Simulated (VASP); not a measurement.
Here is the system:

```yaml
crystal:
  lattice:
    - [1.85422, -2.40469, 0.00000]
    - [1.85422, 2.40469, 0.00000]
    - [0.00000, 0.00000, 4.82729]
  atoms:
    - { symbol: Nb, position: [0.75000, 0.25000, 0.26884] }
    - { symbol: Nb, position: [0.25000, 0.75000, 0.73116] }
    - { symbol: H, position: [0.25000, 0.25000, 0.00000] }
    - { symbol: H, position: [0.75000, 0.75000, 0.00000] }
```

These are LDA (Ceperley-Alder, Perdew-Zunger), VASP's LDA PAW potentials (set 64) (plane waves; VASP) values and carry that method's errors. Run with 300 eV cut-off, 11×11×7 Γ-centred mesh, Gaussian smearing of 0.14 eV, potentials Nb_sv H.

Give the energies of bands 9 to 17 at the high-symmetry points, in eV from the Fermi level.

```
band      Γ      Y     C0      Z     A0      T      S      R
----  -----  -----  -----  -----  -----  -----  -----  -----
9     -9.59  -7.70  -7.38  -8.90  -7.19  -7.43  -6.69  -7.12
10    -4.52  -5.01  -5.58  -4.47  -5.18  -4.21  -6.69  -7.12
11    -4.00  -4.04  -3.49  -4.02  -2.53  -3.01  -2.48  -1.94
12    -1.49  -3.91  -3.20  -2.06  -2.31  -2.97  -2.48  -1.94
13    -0.84  -0.67  -1.06  -2.05  -1.96  -2.07  -1.12  -0.49
14    -0.76   1.99   1.44   0.12  -1.76  -0.79  -1.12  -0.49
15     0.36   2.21   1.80   0.90   1.37   0.14   1.35   1.20
16     0.97   2.42   2.09   1.35   1.42   0.89   1.35   1.20
17     2.55   3.66   2.68   1.38   2.41   4.07   1.93   2.48
```

It has no gap at this level: it comes out as a metal or semimetal.

The structure comes from a computed database's NbH entry (Cmme); how it stands against other phases isn't given here. The cell was not relaxed at this level.
